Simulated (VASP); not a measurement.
Data:

```
CELL_PARAMETERS angstrom
      1.69128    -5.17713     0.00000
      1.69128     5.17713     0.00000
      0.00000     0.00000     4.24957
ATOMIC_POSITIONS crystal
  P  0.10654 0.89346 0.92765
  P  0.39346 0.60654 0.42765
  P  0.60654 0.39346 0.57235
  P  0.89346 0.10654 0.07235
```

Level of theory: PBE GGA with D3 dispersion (Becke-Johnson damping), VASP's PBE PAW potentials (set 64) (plane waves; VASP 6.6.1). Settings: 520 eV cut-off, 10×10×7 Γ-centred mesh, first-order Methfessel-Paxton smearing of 0.10 eV, potentials P.

**Question.** The ions and cell shape at fixed volume are relaxed. What does this cell relax into?

**Answer.** 
```
CELL_PARAMETERS angstrom
      1.65724    -5.22371     0.00000
      1.65724     5.22371     0.00000
      0.00000     0.00000     4.29820
ATOMIC_POSITIONS crystal
  P  0.10300 0.89700 0.92266
  P  0.39700 0.60300 0.42266
  P  0.60300 0.39700 0.57734
  P  0.89700 0.10300 0.07734
```
Space group Cmce (64), at a tolerance of 0.03 Å.

**Question.** How much energy does the relaxation gain?

**Answer.** The energy (σ→0) changes by -11.4 meV/atom, in 7 ionic steps.

| step | E(σ→0) (eV) | max force (eV/Å) | pressure (GPa) | volume (Å³) |
|---|---|---|---|---|
| 1 | -22.9069 | 0.470 | -4.53 | 74.42 |
| 2 | -22.9386 | 0.184 | -2.96 | 74.42 |
| 3 | -22.9446 | 0.135 | -1.90 | 74.42 |
| 4 | -22.9516 | 0.034 | -1.41 | 74.42 |
| 5 | -22.9518 | 0.062 | -1.32 | 74.42 |
| 6 | -22.9524 | 0.028 | -1.23 | 74.42 |
| 7 | -22.9526 | 0.005 | -1.26 | 74.42 |

The compound is P in the black structure. This cell is one point of a volume scan, at 1.06 of the reference volume. Symmetry was kept, so distortions that lower it aren't found.
